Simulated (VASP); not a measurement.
Calculation: PBE GGA, VASP's PBE PAW potentials (set 64) (plane waves; VASP 6.6.1).

VASP input:

**KPOINTS**
```
K-points
0
G
14 14 14
0 0 0
```

### POSCAR
```
C
1.0
  0.0000000000   1.7866227690   1.7866227690
  1.7866227690   0.0000000000   1.7866227690
  1.7866227690   1.7866227690   0.0000000000
C
2
Cart
  1.7866227690   1.7866227690   1.7866227690
  2.6799341535   2.6799341535   2.6799341535
```

### INCAR
```
ALGO = Fast
EDIFF = 1E-5
EDIFFG = -0.03
ENCUT = 450
GGA = PE
IBRION = 2
ISIF = 2
ISMEAR = 0
LASPH = .TRUE.
LCHARG = .FALSE.
LREAL = .FALSE.
LWAVE = .FALSE.
NELM = 100
NELMIN = 4
NSW = 20
PREC = Normal
SIGMA = 0.05
SYSTEM = C
```

POTCAR, in this order: C (PBE.64 set). Program: vasp_std.

The run wrote:

File OSZICAR:
```
       N       E                     dE             d eps       ncg     rms          rms(c)
DAV:   1    -0.404558208820E+01   -0.40456E+01   -0.47851E+03  1816   0.851E+02
DAV:   2    -0.187385422928E+02   -0.14693E+02   -0.13808E+02  2728   0.999E+01
DAV:   3    -0.188156710737E+02   -0.77129E-01   -0.77129E-01  1720   0.908E+00
DAV:   4    -0.188157670468E+02   -0.95973E-04   -0.95973E-04  2416   0.339E-01
DAV:   5    -0.188157670726E+02   -0.25783E-07   -0.25783E-07  1728   0.395E-03    0.555E+00
RMM:   6    -0.183442470905E+02    0.47152E+00   -0.27030E-01  1664   0.460E+00    0.330E+00
RMM:   7    -0.181854849921E+02    0.15876E+00   -0.41901E-01  1664   0.608E+00    0.726E-01
RMM:   8    -0.181891155603E+02   -0.36306E-02   -0.22075E-02  1664   0.175E+00    0.112E-01
RMM:   9    -0.181893145846E+02   -0.19902E-03   -0.33554E-03  1664   0.617E-01    0.496E-02
RMM:  10    -0.181893414746E+02   -0.26890E-04   -0.38480E-04  1664   0.216E-01    0.208E-02
RMM:  11    -0.181893438878E+02   -0.24132E-05   -0.55800E-05  1555   0.805E-02
   1 F= -.18189344E+02 E0= -.18189344E+02  d E =-.181893E+02
```

File OUTCAR:
```
------------------------ aborting loop because EDIFF is reached ----------------------------------------
  FORCE on cell =-STRESS in cart. coord.  units (eV):
  Direction    XX          YY          ZZ          XY          YZ          ZX
  --------------------------------------------------------------------------------------
  Total       -0.0491224     -0.0491224     -0.0491224     -0.0000000     -0.0000000     -0.0000000
  in kB       -6.9001991     -6.9001991     -6.9001991     -0.0000000     -0.0000000     -0.0000000
  external PRESSURE =      -6.9001991 kB  Pullay stress =       0.0000000 kB
  volume of cell :       11.41
      direct lattice vectors                 reciprocal lattice vectors
     0.000000000  1.786622769  1.786622769    -0.279857622  0.279857622  0.279857622
     1.786622769  0.000000000  1.786622769     0.279857622 -0.279857622  0.279857622
     1.786622769  1.786622769  0.000000000     0.279857622  0.279857622 -0.279857622
 POSITION                                       TOTAL-FORCE (eV/Angst)
 -----------------------------------------------------------------------------------
      1.78662      1.78662      1.78662         0.000000      0.000000      0.000000
      2.67993      2.67993      2.67993        -0.000000     -0.000000     -0.000000
 -----------------------------------------------------------------------------------
    total drift:                               -0.000000      0.000000     -0.000000
  FREE ENERGIE OF THE ION-ELECTRON SYSTEM (eV)
  ---------------------------------------------------
  free  energy   TOTEN  =       -18.1893438878 eV

  energy  without entropy=      -18.1893438878  energy(sigma->0) =      -18.18934389

 reached required accuracy - stopping structural energy minimisation
```
(Selected blocks of OUTCAR.)

At this cut-off the stress carries a Pulay error, which pulls relaxed volumes low.

The compound is C in the diamond structure. It was relaxed first.
